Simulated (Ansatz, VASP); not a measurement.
# Ge (Germanium): VASP beside Ansatz, part 2 of 2

Aim: how closely do two programs agree when they are given the same cell, functional and k mesh? The cell is taken from a series of runs on this material, whose earlier steps may have relaxed, scaled, displaced or heated it; both programs get it as it stands.

VASP 6.6.1 and Ansatz 0.2.0.

So far: The structure; VASP: zone-centre phonons, LDA.

## Step 2: VASP: zone-centre phonons, LDA (continued)

Level of this step: LDA; plane waves and PAW (Ge_d) (VASP).

Numbers of over 12 decimals in the logs are rounded to 6 here.

OUTCAR, selected parts (step 2):

```text
ion  position               nearest neighbor table
   1  0.498  0.498  0.498-   2 2.44   2 2.48   2 2.48   2 2.48
   2  0.752  0.752  0.752-   1 2.44   1 2.48   1 2.48   1 2.48

  LATTYP: Found a trigonal (rhomboedric) cell.
 ALAT       =     3.9846887528
 COS(alpha) =     0.4721289852

 Subroutine GETGRP returns: Found 12 space group operations
 (whereof  6 operations were pure point group operations)

The static configuration has the point symmetry C_3v.
 The point group associated with its full space group is D_3d.

   k-points           NKPTS =   1728   k-points in BZ     NKDIM =   1728   number of bands    NBANDS=     20

   dimension x,y,z NGX =    30 NGY =   30 NGZ =   30
   dimension x,y,z NGXF=    60 NGYF=   60 NGZF=   60

   ENCUT  =  500.0 eV  36.75 Ry    6.06 a.u.   7.27  7.27  7.27*2*pi/ulx,y,z

   NELECT =      28.0000    total number of electrons

 k-points in reciprocal lattice and weights: Points of the shifted mesh
   0.04166667  0.04166667  0.04166667       0.001
   0.04166667  0.04166667  0.12500000       0.001
   0.04166667  0.04166667  0.20833333       0.001
   0.04166667  0.04166667  0.29166667       0.001
   0.04166667  0.04166667  0.37500000       0.001
   0.04166667  0.04166667  0.45833333       0.001
   0.04166667  0.04166667  0.54166667       0.001
   0.04166667  0.04166667  0.62500000       0.001
   0.04166667  0.04166667  0.70833333       0.001
[...]
0.95833333  0.95833333  0.87500000       0.001
   0.95833333  0.95833333  0.95833333       0.001

 average (electrostatic) potential at core
       1 -75.6528       2 -75.6528

  Total       -0.8498290     -0.8498290     -0.8498290      0.4334043      0.4334043      0.4334043
  in kB      -29.2384360    -29.2384360    -29.2384360     14.9113122     14.9113122     14.9113122
  external PRESSURE =     -29.2384360 kB  Pullay stress =       0.0000000 kB

  energy-cutoff  :      500.00
  volume of cell :       46.57
      direct lattice vectors                 reciprocal lattice vectors
    -0.078004449  2.817060504  2.817060504    -0.170282987  0.175132406  0.175132406
     2.817060504 -0.078004449  2.817060504     0.175132406 -0.170282987  0.175132406
     2.817060504  2.817060504 -0.078004449     0.175132406  0.175132406 -0.170282987

 POSITION                                       TOTAL-FORCE (eV/Angst)
 -----------------------------------------------------------------------------------
      2.76735      2.76735      2.76735        -0.002242     -0.002242     -0.002242
      4.17780      4.17780      4.17780         0.002242      0.002242      0.002242
 -----------------------------------------------------------------------------------
    total drift:                               -0.000000     -0.000000     -0.000000

 Eigenvectors and eigenvalues of the dynamical matrix
 ----------------------------------------------------

   1 f  =    8.614121 THz    54.124119 2PiTHz  287.336151 cm-1    35.625126 meV
             X         Y         Z           dx          dy          dz
      2.767349  2.767349  2.767349     0.408248    0.408248    0.408248
      4.177797  4.177797  4.177797    -0.408248   -0.408248   -0.408248

   2 f  =    8.200868 THz    51.527572 2PiTHz  273.551503 cm-1    33.916049 meV
             X         Y         Z           dx          dy          dz
      2.767349  2.767349  2.767349     0.288675    0.288675   -0.577350
      4.177797  4.177797  4.177797    -0.288675   -0.288675    0.577350

   3 f  =    8.200868 THz    51.527572 2PiTHz  273.551503 cm-1    33.916049 meV
             X         Y         Z           dx          dy          dz
      2.767349  2.767349  2.767349     0.500000   -0.500000    0.000000
      4.177797  4.177797  4.177797    -0.500000    0.500000   -0.000000

   4 f  =    0.000000 THz     0.000001 2PiTHz    0.000003 cm-1     0.000000 meV
             X         Y         Z           dx          dy          dz
      2.767349  2.767349  2.767349    -0.040323   -0.704937    0.037927
      4.177797  4.177797  4.177797    -0.040323   -0.704937    0.037927

   5 f/i=    0.000000 THz     0.000001 2PiTHz    0.000003 cm-1     0.000000 meV
             X         Y         Z           dx          dy          dz
      2.767349  2.767349  2.767349     0.676951   -0.049388   -0.198238
      4.177797  4.177797  4.177797     0.676951   -0.049388   -0.198238

   6 f/i=    0.000000 THz     0.000001 2PiTHz    0.000004 cm-1     0.000000 meV
             X         Y         Z           dx          dy          dz
      2.767349  2.767349  2.767349     0.200278    0.025005    0.677690
      4.177797  4.177797  4.177797     0.200278    0.025005    0.677690

 ELASTIC MODULI CONTR FROM IONIC RELAXATION (kBar)
 Direction    XX          YY          ZZ          XY          YZ          ZX
 --------------------------------------------------------------------------------
 XX          -2.3616     -2.2532     -2.2532    -12.5293    -16.1540    -11.6346
 YY          -2.2532     -2.3616     -2.2532    -11.6346    -12.5293    -16.1540
 ZZ          -2.2532     -2.2532     -2.3616    -16.1540    -11.6346    -12.5293
 XY         -12.5293    -11.6346    -16.1540   -184.5439    -26.0676    -26.0676
 YZ         -16.1540    -12.5293    -11.6346    -26.0676   -184.5439    -26.0676
 ZX         -11.6346    -16.1540    -12.5293    -26.0676    -26.0676   -184.5439
 --------------------------------------------------------------------------------
```

## Step 3: Ansatz: zone-centre phonons, LDA

Ansatz runs on its PAW soft_1 files.

The same cell, functional (in two slightly different forms), mesh and smearing now go to Ansatz, which takes its cutoff from its data sets.

The input, input.yaml:

```yaml
crystal:
  lattice:
    - [-0.0780044489, 2.8170605037, 2.8170605037]
    - [2.8170605037, -0.0780044489, 2.8170605037]
    - [2.8170605037, 2.8170605037, -0.0780044489]
  atoms:
    - { symbol: Ge, position: [0.4980725081, 0.4980725081, 0.4980725081] }
    - { symbol: Ge, position: [0.7519274919, 0.7519274919, 0.7519274919] }
kpoints:
  mp_grid: { grid: [12, 12, 12], shift: [0.5, 0.5, 0.5] }
hamiltonian:
  xc: lda
  pseudopotentials: { kind: paw, azcp: { folder: soft_1 }, xc_functional: pbe }
scf:
  occupations: { method: gaussian, width: 0.015 }
output:
  eigenvalues: true
phonons:
  method: dfpt
```

On the command line:

```bash
ansatz run input.yaml --threads 4 --pin off --max-ram 10240MiB --backend cpu --events-out ev --progress --plain --runs-dir out
```

The log of the run:

```text
Engine: ansatz 0.2.0, aarch64-unknown-linux-gnu
Pseudopotentials: kind: paw
Pseudopotential: Ge, paw, valence charge 14, recommended cutoff 420 eV (normal), soft_1/Ge.paw.azcp
Functional definition: SPW92
  exchange = slater_x
  correlation = pw_c
Crystal: 2 atoms, lattice volume = 46.568 Å³
Basis set: ecut = 420 eV, 911 PW (Γ), exchange–correlation on 64×64×64 points (8 copies of the dense FFT grid, shifted against one another)
Bands: 18, of which v1, the nominal top of the filled ones, is band 14 counted from 1 (13 counted from 0)
Symmetry: 12 space group operations
k-points: 468 of 1728 (irreducible under 2 space group operations, time reversal used)
Non-local potential: Ge, projectors of the file, l = 0: 2, l = 1: 2, l = 2: 3, l = 3: 1
PAW form: soft (Blöchl's): semilocal exchange-correlation on the pseudo side does not see the compensation charge
PAW frozen core: Ge, regenerated for the run's functional, and the local potential with it (the file was generated under x = pbe(κ = 0.804, μ = 0.219515), c = pbe(β = 0.066725))
PAW one-centre angular grid: Ge, 590 points (default); XC on 64 Gauss nodes
Initial density: superposition of atomic densities (chi_scale 0.1, normalization cell)
Initial wavefunctions: pseudopotential atomic-orbital guess
Functional: x = slater, c = lda
SCF iter   1: F=—  HF=-8431.541096 eV  |F-HF|=—  |Δ(HF+E_count)|=         —  Δρ=3.30e-2  dr2=4.69e-1  ethr=3.10e-3  ⟨swp⟩=6.0  Hψ=38848  notcnv=0
preconditioner: auto → none  [insulator: Δε(μ)=0.018 eV  Ē_g=23.273 eV  σ=0.015 eV  W_gap=0.54  n_scr=14 (ndim 8)  ℏωp=28.8 eV  f_vac=0.000  D(μ)=0.29/eV (n_scr^D=0)  ε∞_Penn≈2.5]
SCF iter   2: F=—  HF=-8431.429938 eV  |F-HF|=—  |Δ(HF+E_count)|=   1.11e-1  Δρ=1.52e-2  dr2=7.79e-2  ethr=1.68e-3  ⟨swp⟩=2.0  Hψ=14034  notcnv=0
SCF iter   3: F=—  HF=-8431.415762 eV  |F-HF|=—  |Δ(HF+E_count)|=   1.42e-2  Δρ=1.89e-3  dr2=4.56e-4  ethr=2.78e-4  ⟨swp⟩=2.1  Hψ=12220  notcnv=0
SCF iter   4: F=—  HF=-8431.415896 eV  |F-HF|=—  |Δ(HF+E_count)|=   1.34e-4  Δρ=2.14e-4  dr2=2.33e-5  ethr=1.63e-6  ⟨swp⟩=2.0  Hψ=15490  notcnv=0
SCF iter   5: F=—  HF=-8431.415862 eV  |F-HF|=—  |Δ(HF+E_count)|=   3.33e-5  Δρ=1.09e-4  dr2=4.20e-6  ethr=8.32e-8  ⟨swp⟩=2.0  Hψ=14978  notcnv=0
SCF iter   6: F=—  HF=-8431.415858 eV  |F-HF|=—  |Δ(HF+E_count)|=   4.22e-6  Δρ=1.41e-5  dr2=8.56e-8  ethr=1.50e-8  ⟨swp⟩=2.0  Hψ=14978  notcnv=0
SCF iter   7: F=—  HF=-8431.415859 eV  |F-HF|=—  |Δ(HF+E_count)|=   5.03e-7  Δρ=3.65e-6  dr2=4.01e-9  ethr=3.06e-10  ⟨swp⟩=2.0  Hψ=14890  notcnv=0
SCF iter   8: F=—  HF=-8431.415859 eV  |F-HF|=—  |Δ(HF+E_count)|=   1.35e-9  Δρ=2.80e-7  dr2=1.69e-11  ethr=1.43e-11  ⟨swp⟩=3.0  Hψ=15423  notcnv=0
SCF iter   9: F=-8431.415859 eV  HF=-8431.415859 eV  |F-HF|=1.82e-12  |Δ(HF+E_count)|=  3.64e-12  Δρ=1.60e-8  dr2=1.18e-13  ethr=1.00e-12  ⟨swp⟩=5.0  Hψ=31697  notcnv=0
SCF 1 converged in 9 iterations: F = -8431.415859 eV  dr2 = 1.18e-13
  greatest PAW one-centre occupation: 0.998 electrons in one spin orbital (limit 2), on the Ge atom at site 1 (counted from 0), in its partial waves of l = 2
DFPT response loops at Γ: preconditioner auto → Kerker (q_TF=auto, 2.507 Å⁻¹) (partly filled bands, converged f_vac=0.067); β = 1.00, the filter's whole step (`scf.mixing.beta` (0.50) is not read by the response loops under this deck's `scf.mixing.preconditioner`; to damp them name `kerker` or `kerker_dos`, under which they read `scf.mixing.beta`, and type it under 1.00, their step now; both keys bind the ground state too); Broyden in place of MSR1
SCF converged after 9 iterations
Free energy (F): -8431.415859 eV
Harris-Foulkes:  -8431.415859 eV  (|F-HF|=1.82e-12)
Internal energy: -8431.415832 eV  (E = F + TS)
E sigma→0 (E₀):  -8431.415845 eV
Entropy (-TS):   -0.000027 eV (-0.013 meV/atom)
Fermi energy:    7.774814 eV
--- Per-component energies (eV) ---
  E_band       = -320.156314
  E_kinetic    = 185.837617
  E_local      = -4551.276640  (includes V_loc(G=0)·N_el)
  E_nonlocal   = 441.329635
  E_hartree    = 2162.239514
  E_xc         = -142.572811
  E_vxc        = -130.907621  (∫ρ·V_xc dr)
  E_paw        = -3868.471373  (= ΣΔE_a)
  E_vpaw       = -589.618364  (= ΣTr[D̂ρ^β])
  E_aug_tail   = 0.000031  (compensation charges beyond the density's cutoff)
  E_ewald      = -2662.318458
  E_core_change = 3.816653  (= ΣΔE_core)
  E_smearing   = -0.000027  (= −TS)
  E_closure    = -0.000000  (closes the sum)
  Σ components = -8431.415859   (vs F -8431.415859, Δ=0.00e0)
--- Band table (eV; the first three rows and the last of 468) ---
  k-point 0: bands = [... 10 lower, -4.7175, 6.9924, 7.7108, 7.7108, 8.2805, 10.3199, 10.3199, 10.7722]
  k-point 1: bands = [... 10 lower, -4.6077, 5.7695, 7.5168, 7.6580, 8.6887, 10.4265, 10.6060, 11.3165]
  k-point 2: bands = [... 10 lower, -4.3415, 4.2435, 7.1557, 7.3798, 8.7207, 10.8354, 11.1244, 12.3241]
  k-point 467: bands = [... 10 lower, -2.7753, 0.3500, 6.3801, 6.4544, 8.2345, 11.6433, 11.6441, 15.0296]
--- Phonons (Γ-DFPT): 1 representative perturbation + reference, on 468 of 1728 k-points (Σ response iterations 3) ---
  k mesh reduced under 2 symmetry operations, with k and −k counted as one. Each operation leaves every solved perturbation unchanged. A smaller set is not used because it would not reduce the number of displacements times k-points to solve
  ASR residual: 1.751e-5 → 0.000e0 eV/Å²; symmetrization residual: 1.510e-12 eV/Å²
  ASR residual per site (eV/Å²): 1.75e-5 1.75e-5
  Γ frequencies (cm⁻¹): 0.00 0.00 0.00 272.75 272.75 286.23
  non-analytic LO–TO correction: not included (Born effective charges unavailable; polar crystals: no LO–TO splitting at Γ)
```

## Step 4: Differences

Known differences besides the potentials themselves: the two LDA forms differ slightly; the cutoff is 420 eV in Ansatz and 500 eV in VASP; VASP's log shows a relativistic correction to its local exchange, Ansatz's none. Total energies have different zeros and are not compared.

The two programs side by side:

| quantity | Ansatz | VASP | difference |
| --- | --- | --- | --- |
| optical mode 1 to 2 (cm⁻¹) | 272.8 | 273.6 | -0.29 % |
| optical mode 3 (cm⁻¹) | 286.2 | 287.3 | -0.38 % |

Modes are paired by rising frequency, not by their patterns, so a pair may set unlike modes beside each other; they are those without the splitting of longitudinal modes.

## Step 5: Summary of results

```yaml
r_m_s_difference_of_the_optical_zone_centre_modes_each_program_s_sorted_by_frequency_zone_centre_phonons_lda: 0.91 cm⁻¹
```

**Reading.** The r.m.s. difference of the optical zone-centre modes, each program's sorted by frequency is 0.91 cm⁻¹ (zone-centre phonons, LDA). How closely two codes agree says nothing of how well the functional describes the real material.

[Lines on the potential files, build, host, timing and source positions are cut from VASP's logs without a mark.]

[Logs are printed without paths, hosts, clocks, repeated set-up lines and the standing remarks that a program may print on its own settings, such as how far it seeks lower states.]

[Hosts, paths, dates, database ids (printed as entryN), source tags and the programs' standing remarks are cut or masked in the printed files.]
